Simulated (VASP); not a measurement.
Data:

```xyz
2
Lattice="0.0000 2.9350 2.9350 2.9350 0.0000 2.9350 2.9350 2.9350 0.0000" Properties=species:S:1:pos:R:3 pbc="T T T"
In     0.0000     0.0000     0.0000
P      1.4675     1.4675     1.4675
```

Computed with LDA (Ceperley-Alder, Perdew-Zunger), VASP's LDA PAW potentials (set 64) (plane waves; VASP 6.6.1). Settings: 300 eV cut-off, 7×7×7 Γ-centred mesh, Fermi-Dirac smearing of 0.020 eV, potentials In_d P.

Unless said otherwise, spin-orbit coupling is left out, though it shifts the bands of the heavy elements here.

Question: Give the energies of bands 7 to 12 at the high-symmetry points, in eV from the valence-band maximum.

Answer: 
| band | Γ | X | U | L | W |
|---|---|---|---|---|---|
| 7 | 0.00 | -5.84 | -5.70 | -5.81 | -5.70 |
| 8 | 0.00 | -2.35 | -3.35 | -0.98 | -2.99 |
| 9 | 0.00 | -2.35 | -1.96 | -0.98 | -2.96 |
| 10 | 0.48 | 1.60 | 2.21 | 1.31 | 4.18 |
| 11 | 3.96 | 2.13 | 4.27 | 4.70 | 4.26 |
| 12 | 3.96 | 8.97 | 7.37 | 4.70 | 5.39 |

The gap is direct, 0.48 eV, from the valence maximum at Γ to the conduction minimum at Γ.

The structure is a typed InP crystal (F-43m). The cell was not relaxed at this level.
